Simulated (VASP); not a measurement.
Input:

```yaml
crystal:
  lattice:
    - [0.00000, 3.03927, 3.03927]
    - [3.03927, 0.00000, 3.03927]
    - [3.03927, 3.03927, 0.00000]
  atoms:
    - { symbol: Cu, position: [0.00000, 0.00000, 0.00000] }
    - { symbol: I, position: [0.25000, 0.25000, 0.25000] }
```

Method: PBE GGA, VASP's PBE PAW potentials (set 64) (plane waves; VASP). Numerical set-up: 350 eV cut-off, 7×7×7 Γ-centred mesh, Gaussian smearing of 0.050 eV, potentials Cu I.

Unless said otherwise, spin-orbit coupling is left out, though it shifts the bands of the heavy elements here.

Question: Predict the energy per atom (σ→0), band gap (on the k-mesh) with the smallest direct gap where there is one.

Answer: 
| Property | Value |
|---|---|
| band gap (on the k-mesh) | 1.12 eV |
| smallest direct gap (on the k-mesh) | 1.12 eV |
| energy per atom (σ→0) | -2.783 eV/atom |

Total energies compare only between runs with the same potentials, cut-off and functional.

The compound is CuI in the zinc blende structure. It was relaxed first.
